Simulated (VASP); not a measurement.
```
Si
1.0
    0.00000     2.65354     2.65354
    2.65354     0.00000     2.65354
    2.65354     2.65354     0.00000
Si
2
Direct
  0.00000   0.00000   0.00000
  0.25000   0.25000   0.25000
```

Calculation: PBE GGA with D4 dispersion, VASP's PBE PAW potentials (set 64) (plane waves; VASP 6.6.1). Run with 520 eV cut-off, 8×8×8 Γ-centred mesh, Gaussian smearing of 0.050 eV, potentials Si.

### Question
What does the run give for the energy per atom (σ→0), pressure?

### Answer

```yaml
energy per atom (σ→0): -5.729 eV/atom
pressure: 6.72 GPa
```

The absolute energy has meaning only against runs of the same code, potentials and settings.

The compound is Si in the diamond structure. This cell is one point of a volume scan, at 0.94 of the reference volume.
